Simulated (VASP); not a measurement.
Method: PBE GGA, VASP's PBE PAW potentials (set 64) (plane waves; VASP).

VASP ran on this input.

### POSCAR
```
ScI3
11.0191660
  0.5000000000   0.0000000000   0.0000000000
  0.0000000000   0.5000000000   0.0000000000
  0.0000000000   0.0000000000   0.5000000000
Sc I
1 3
Cart
  0.0000000000   0.0000000000   0.0000000000
  0.2500000000   0.0000000000   0.0000000000
  0.0000000000   0.0000000000   0.2500000000
  0.0000000000   0.2500000000   0.0000000000
```

### INCAR
```
SYSTEM = ScI3
PREC = Accurate; ENCUT = 400; LREAL = .False.
LASPH = .True.; ADDGRID = .True.
EDIFF = 1E-6; NELM = 100; ALGO = Normal
LMAXMIX = 4
ISMEAR = 0; SIGMA = 0.05
GGA = PE
ISIF = 2
LWAVE = .False.; LCHARG = .False.
```

KPOINTS:
```
Automatic mesh
0
Gamma
4 4 4
0 0 0
```

POTCAR, in this order: Sc_sv I (PBE.64 set). Program: vasp_std.

Unless said otherwise, spin-orbit coupling is left out, though it shifts the bands of the heavy elements here.

What does the run give for the energy per atom (σ→0), pressure, band gap (on the k-mesh)?

| Quantity | Result |
|---|---|
| energy per atom (σ→0) | -3.687 eV/atom |
| band gap (on the k-mesh) | 1.04 eV |
| pressure | 4.73 GPa |

File OSZICAR:
```
...
DAV:   9    -0.147469929567E+02    0.34050E-02   -0.24761E-02   576   0.208E+00    0.159E-01
DAV:  10    -0.147467901078E+02    0.20285E-03   -0.33333E-03   544   0.791E-01    0.921E-02
DAV:  11    -0.147467212819E+02    0.68826E-04   -0.10252E-03   596   0.413E-01    0.369E-02
DAV:  12    -0.147467093623E+02    0.11920E-04   -0.46302E-05   604   0.687E-02    0.192E-02
DAV:  13    -0.147466997538E+02    0.96085E-05   -0.72747E-05   576   0.102E-01    0.117E-02
DAV:  14    -0.147466952843E+02    0.44695E-05   -0.11090E-05   576   0.432E-02    0.424E-03
DAV:  15    -0.147466952419E+02    0.42365E-07   -0.46441E-07   288   0.788E-03
   1 F= -.14746695E+02 E0= -.14746695E+02  d E =-.486730E-20
```

The structure was generated: ScI3 was put into the ReO3 type (Pm-3m), which need not be its known phase. The cell was not relaxed at this level. The run is one of a series of settings (ADDGRID = .TRUE. against the base run), some of them coarse on purpose.
